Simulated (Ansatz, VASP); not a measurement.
**One calculation of NbTe, two programs**

```
CELL_PARAMETERS angstrom
3.35577 0.00000 0.00000
0.00000 3.35577 0.00000
0.00000 0.00000 3.35577
ATOMIC_POSITIONS crystal
Nb 0.50000 0.50000 0.50000
Te 0.00000 0.00000 0.00000
```

Change from the starting cell: volume scaled by 0.94.

Alike in both runs: task single point; functional PBE; k mesh 8 × 8 × 8; occupations fermi-dirac, width 0.05 eV; no spin polarisation.

```csv
,VASP,Ansatz
version,VASP 6.6.1,Ansatz 0.2.0
potentials or method,"VASP PAW PBE potentials, release 64 (Nb_sv, Te)",Ansatz PAW
plane-wave cutoff (eV),520,420
valence electrons in the cell,19,29
```

VASP gave:

```
gap on the k mesh at the Fermi level (eV) : none
pressure (GPa)                            : 9.2
```

**Question.** Estimate Ansatz's values.

**Answer.** gap on the k mesh at the Fermi level (eV): none; pressure (GPa): 9.4.

A gap of «none» marks a metal or a gap that the smearing closes. With one functional, cell and mesh, what is left measures potentials, basis and numerics. The two sets of potentials don't hold the same shells in valence.

The runs have no spin-orbit coupling, so splittings on Te are missing.
